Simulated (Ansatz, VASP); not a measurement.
# Cross-check of TiSi2 (Zhiqinite) between VASP and Ansatz, part 2 of 2

One calculation is typed for both programs; each brings its own data sets and cutoff. How far apart do they land?

VASP 6.6.1 and Ansatz 0.2.0.

So far: Starting point; VASP: relaxation of cell and atoms, PBEsol.

The database entry behind the starting cell is an old determination (1939), so it need not match the best structure at ambient conditions.

**3. Ansatz: relaxation of cell and atoms, PBEsol**

Level of this step: Ansatz beside VASP: Kohn-Sham DFT, plane waves, PBEsol (Ansatz).

Ansatz runs on its default PAW (the set named soft_2) files.

The same cell, functional, mesh and smearing now go to Ansatz, which takes its cutoff from its data sets.

input.yaml

```yaml
crystal:
  lattice:
    - [0.0, 4.118, 4.2615]
    - [2.3865, 0.0, 4.2615]
    - [2.3865, 4.118, 0.0]
  atoms:
    - { symbol: Ti, position: [0.75, 0.75, 0.75] }
    - { symbol: Ti, position: [0.5, 0.5, 0.5] }
    - { symbol: Si, position: [0.083, 0.417, 0.083] }
    - { symbol: Si, position: [0.417, 0.083, 0.417] }
    - { symbol: Si, position: [0.167, 0.833, 0.167] }
    - { symbol: Si, position: [0.833, 0.167, 0.833] }
hamiltonian:
  xc: pbesol
  pseudopotentials: { kind: paw }
kpoints:
  mp_grid: { grid: [6, 6, 6] }
scf:
  occupations: { method: fermi_dirac, width: 0.05 }
relax:
  f_tol: 0.01
  max_steps: 60
  cell: { stress_tol: 0.05 }
output:
  forces: true
  stress: true
  write_density: true
  write_potential: true
  elf: true
  volumetric_format: npy
```

Command:

```
$ ansatz run input.yaml --threads 4 --pin off --max-ram 9216MiB --backend cpu --events-out ev --progress --plain --runs-dir out
```

Numbers of over 12 decimals in the logs are rounded to 6 here.

The program printed:

```text
Engine: ansatz 0.2.0, aarch64-unknown-linux-gnu
Pseudopotentials: kind: paw
Pseudopotential: Ti, paw, valence charge 12, recommended cutoff 420 eV (normal), Ti.paw.azcp
Pseudopotential: Si, paw, valence charge 4, recommended cutoff 420 eV (normal), Si.paw.azcp
Functional definition: PBEsol
  exchange = pbesol_x
  correlation = pbesol_c
Crystal: 6 atoms, lattice volume = 83.761 Å³
Basis set: ecut = 420 eV, 1617 PW (Γ), exchange–correlation on 80×72×64 points (8 copies of the dense FFT grid, shifted against one another)
Bands: 26, of which v1, the nominal top of the filled ones, is band 20 counted from 1 (19 counted from 0)
Symmetry: 8 space group operations
Space group: Fddd (ITA 70), of the structure as read, at distance tolerance 4.4e-5 Å
k-points: 46 of 216
Non-local potential: Ti, projectors of the file, l = 0: 3, l = 1: 2, l = 2: 3, l = 3: 1
Non-local potential: Si, projectors of the file, l = 0: 2, l = 1: 2, l = 2: 2
PAW form: soft (Blöchl's): semilocal exchange-correlation on the pseudo side does not see the compensation charge
PAW frozen core: Ti, regenerated for the run's functional, and the local potential with it (the file was generated under x = pbe(κ = 0.804, μ = 0.219515), c = pbe(β = 0.066725))
PAW frozen core: Si, regenerated for the run's functional, and the local potential with it (the file was generated under x = pbe(κ = 0.804, μ = 0.219515), c = pbe(β = 0.066725))
PAW one-centre angular grid: Ti, 590 points (default); XC on 64 Gauss nodes
PAW one-centre angular grid: Si, 110 points (default); XC on 64 Gauss nodes
Initial density: superposition of atomic densities (neutral atoms: chi_scale 0, normalization atom), corrected by the library's trained network
Initial wavefunctions: pseudopotential atomic-orbital guess
Functional: x = pbesol(κ = 0.804, μ = 0.123457), c = pbesol(β = 0.046)
SCF iter   1: F=—  HF=-7437.814909 eV  |F-HF|=—  |Δ(HF+E_count)|=         —  Δρ=4.15e-3  dr2=2.09e-2  ethr=1.77e-3  ⟨swp⟩=6.3  Hψ=6053  notcnv=0  defer=1
preconditioner: auto → Kerker (q_TF=auto, 2.412 Å⁻¹)  [metal: Δε(μ)=0.026 eV  Ē_g=6.399 eV  σ=0.050 eV  W_gap=0.13  n_scr=16 (ndim 8)  ℏωp=19.9 eV  f_vac=0.000  D(μ)=1.78/eV (n_scr^D=12)]
SCF iter   2: F=—  HF=-7437.811356 eV  |F-HF|=—  |Δ(HF+E_count)|=   3.55e-3  Δρ=2.48e-3  dr2=7.42e-3  ethr=5.22e-5  ⟨swp⟩=1.2  Hψ=1575  notcnv=0  defer=5
SCF iter   3: F=—  HF=-7437.809509 eV  |F-HF|=—  |Δ(HF+E_count)|=   1.85e-3  Δρ=2.23e-4  dr2=4.41e-5  ethr=1.85e-5  ⟨swp⟩=2.0  Hψ=1820  notcnv=0  defer=5
SCF iter   4: F=—  HF=-7437.809502 eV  |F-HF|=—  |Δ(HF+E_count)|=   6.27e-6  Δρ=8.53e-5  dr2=6.86e-6  ethr=1.10e-7  ⟨swp⟩=2.2  Hψ=1818  notcnv=0  defer=5
SCF iter   5: F=—  HF=-7437.809501 eV  |F-HF|=—  |Δ(HF+E_count)|=   1.28e-6  Δρ=2.16e-5  dr2=2.43e-7  ethr=1.71e-8  ⟨swp⟩=2.9  Hψ=2120  notcnv=0  defer=5
SCF iter   6: F=-7437.809501 eV  HF=-7437.809501 eV  |F-HF|=4.61e-9  |Δ(HF+E_count)|=   2.58e-8  Δρ=3.54e-6  dr2=9.10e-9  ethr=2.50e-10  ⟨swp⟩=7.0  Hψ=6176  notcnv=0
SCF 1 converged in 6 iterations: F = -7437.809501 eV  dr2 = 9.10e-9
  greatest PAW one-centre occupation: 0.999 electrons in one spin orbital (limit 2), on the Ti atom at site 1 (counted from 0), in its partial waves of l = 0
relax step   1: F+E_penalty+E_count = -7437.80950114 eV  Δ(F+E_penalty+E_count) = +0.000e0 eV  max|allowed force component| = 1.392e-1 eV/Å  Δτ_max = 0.0000 Å  P = -1.789 GPa  Ω = 83.761 Å³  (6 SCF iters, dr2 threshold 1.00e-7 eV, accepted)
[...]
relax step   2: F+E_penalty+E_count = -7437.81999799 eV  Δ(F+E_penalty+E_count) = -1.050e-2 eV  max|allowed force component| = 6.505e-2 eV/Å  Δτ_max = 0.0106 Å  P = +0.092 GPa  Ω = 82.726 Å³  energy of the carried Pulay correction = +1.991e-4 eV  (6 SCF iters, dr2 threshold 6.00e-7 eV, accepted)
[...]
relax step   3: F+E_penalty+E_count = -7437.82147331 eV  Δ(F+E_penalty+E_count) = -1.475e-3 eV  max|allowed force component| = 3.033e-2 eV/Å  Δτ_max = 0.0052 Å  P = +0.219 GPa  Ω = 82.684 Å³  energy of the carried Pulay correction = +2.073e-4 eV  (6 SCF iters, dr2 threshold 6.00e-7 eV, accepted)
[...]
relax step   4: F+E_penalty+E_count = -7437.82183549 eV  Δ(F+E_penalty+E_count) = -3.622e-4 eV  max|allowed force component| = 8.244e-3 eV/Å  Δτ_max = 0.0034 Å  P = +0.071 GPa  Ω = 82.755 Å³  energy of the carried Pulay correction = +1.934e-4 eV  (6 SCF iters, dr2 threshold 4.99e-7 eV, accepted)
[...]
relax step   5: F+E_penalty+E_count = -7437.82185971 eV  Δ(F+E_penalty+E_count) = -2.422e-5 eV  max|allowed force component| = 1.783e-3 eV/Å  Δτ_max = 0.0015 Å  P = -0.014 GPa  Ω = 82.794 Å³  energy of the carried Pulay correction = +1.860e-4 eV  (6 SCF iters, accepted)
[...]
relax step   6: F+E_penalty+E_count = -7437.82187155 eV  Δ(F+E_penalty+E_count) = -1.185e-5 eV  max|allowed force component| = 2.813e-5 eV/Å  Δτ_max = 0.0002 Å  P = -0.001 GPa  Ω = 82.788 Å³  energy of the carried Pulay correction = +1.871e-4 eV  (6 SCF iters, accepted)
[...]
relax step   7: F+E_penalty+E_count = -7437.82169433 eV  Δ(F+E_penalty+E_count) = +1.772e-4 eV  max|allowed force component| = 1.141e-5 eV/Å  Δτ_max = 0.0000 Å  P = -0.005 GPa  Ω = 82.788 Å³  stress off target by 6.48e-3 GPa  SCF on the basis re-selected at this cell (its energy is not comparable with the rows above)  (7 SCF iters)
basis re-selected at this cell: Δ(F+E_penalty+E_count) = +1.772e-4 eV, ΔP = -0.004 GPa vs the last step (what re-selecting the basis moved, of the pressure what is left beyond the Pulay correction that the steps carried, after the strain that the cell walked since its last selection, with what the two solves' SCF thresholds leave and, on support functions, any second-order correction that the steps lacked; it is no m [...]
SCF converged after 7 iterations
Free energy (F): -7437.821694 eV
Harris-Foulkes:  -7437.821694 eV  (|F-HF|=0.00e0)
Internal energy: -7437.807315 eV  (E = F + TS)
E sigma→0 (E₀):  -7437.814505 eV
Entropy (-TS):   -0.014379 eV (-2.397 meV/atom)
Fermi energy:    12.801536 eV
--- Per-component energies (eV) ---
  E_band       = -206.542647
  E_kinetic    = 721.456299
  E_local      = -2015.096684  (includes V_loc(G=0)·N_el)
  E_nonlocal   = 120.128734
  E_hartree    = 880.485376
  E_xc         = -421.400941
  E_vxc        = -442.552486  (∫ρ·V_xc dr)
  E_paw        = -4040.779473  (= ΣΔE_a)
  E_vpaw       = -351.449481  (= ΣTr[D̂ρ^β])
  E_aug_tail   = 0.000219  (compensation charges beyond the density's cutoff)
  E_ewald      = -2683.005857
  E_core_change = 0.405011  (= ΣΔE_core)
  E_smearing   = -0.014379  (= −TS)
  E_closure    = -0.000000  (closes the sum)
  Σ components = -7437.821694   (vs F -7437.821694, Δ=0.00e0)
--- Forces (eV/Å), atoms counted from 1 ---
  atom   1  Ti     0.00000000     0.00000000     0.00000000
  atom   2  Ti     0.00000000     0.00000000     0.00000000
  atom   3  Si     0.00000000    -0.00001141     0.00000000
  atom   4  Si     0.00000000     0.00001141     0.00000000
  atom   5  Si     0.00000000     0.00001141     0.00000000
  atom   6  Si     0.00000000    -0.00001141     0.00000000
  max |Σ_I F_I| component: 0.00e0 eV/Å
--- Stress (GPa, compression-positive) ---
       -0.004550       0.000000       0.000000
        0.000000      -0.004246       0.000000
        0.000000       0.000000      -0.006477
  P = ⅓ Tr σ = -0.0051 GPa (-0.051 kbar)
--- Band table (eV; the first three rows and the last of 46) ---
  k-point 0: bands = [... 16 lower, 10.4601, 10.7207, 10.9740, 11.3191, 11.7950, 14.8359, 15.9265, 16.1913, ... 2 higher]
  k-point 1: bands = [... 16 lower, 10.6598, 10.7805, 11.4474, 11.6025, 11.8627, 14.5423, 15.6763, 15.7659, ... 2 higher]
  k-point 2: bands = [... 16 lower, 10.8831, 11.4747, 12.0007, 12.2629, 12.9414, 13.9335, 15.1194, 15.3075, ... 2 higher]
  k-point 45: bands = [... 16 lower, 11.1592, 11.1592, 11.7205, 11.7205, 13.5415, 13.5415, 16.0334, 16.0334, ... 2 higher]
--- Relaxed structure (6 steps of the walk, 6 accepted, 1 SCFs on fresh bases) ---
  F+E_penalty+E_count = -7437.82169433 eV   max|allowed force component| = 1.141e-5 eV/Å   (the final SCF, on the basis selected at the relaxed cell)
  cell:  # Å, volume = 82.7881 Å³
    - [0.0, 4.098016, 4.239025]
    - [2.382860, 0.0, 4.239025]
    - [2.382860, 4.098016, 0.0]
  atoms:
    - { symbol: Ti, position: [0.750000, 0.750000, 0.750000] }
    - { symbol: Ti, position: [0.5, 0.5, 0.5] }
    - { symbol: Si, position: [0.085484, 0.414516, 0.085484] }
    - { symbol: Si, position: [0.414516, 0.085484, 0.414516] }
    - { symbol: Si, position: [0.164516, 0.835484, 0.164516] }
    - { symbol: Si, position: [0.835484, 0.164516, 0.835484] }
```

Wall time 12 s (4 threads of Arm Neoverse V1, shared host); peak memory 0.47 GiB.

**4. Comparison**

Known differences besides the potentials themselves: both relaxations stop at a tolerance, which leaves soft axes loose, and VASP keeps its plane-wave basis; the cutoff is 420 eV in Ansatz and 520 eV in VASP; Ansatz makes its cores anew for this functional, VASP keeps those of its PBE data sets; Ansatz adds a Pulay correction to the stress that steers its cell, VASP none. Total energies have different zeros and are not compared.

The two programs side by side:

| quantity | Ansatz | VASP | difference |
| --- | --- | --- | --- |
| volume (Å³) | 82.79 | 82.85 | -0.07 % |
| edge a after relaxation, in the typed setting (Å) | 5.896 | 5.897 | -0.03 % |
| edge b after relaxation, in the typed setting (Å) | 4.863 | 4.864 | -0.02 % |
| edge c after relaxation, in the typed setting (Å) | 4.740 | 4.742 | -0.03 % |

The walks stopped with -0.01 GPa left in Ansatz and 0.04 GPa in VASP; each walk ends within a tolerance, so the volume difference is uncertain by about these residues over the bulk modulus, most in soft cells.

**5. Summary of results**

| Property | Result |
| --- | --- |
| difference in volume (relaxation of cell and atoms, PBEsol) | -0.074 % |

The difference in volume is -0.074 % (relaxation of cell and atoms, PBEsol), within the 1.2 % picked in this series as the mark of a large difference, as far as the stopping tolerances let one tell. How closely two codes agree says nothing of how well the functional describes the real material.

[Lines on the potential files, build, host, timing and source positions are cut from VASP's logs without a mark.]

[Logs are printed without paths, hosts, clocks, repeated set-up lines and the standing remarks that a program may print on its own settings, such as how far it seeks lower states.]

[Hosts, paths, dates, database ids (printed as entryN), source tags and the programs' standing remarks are cut or masked in the printed files.]
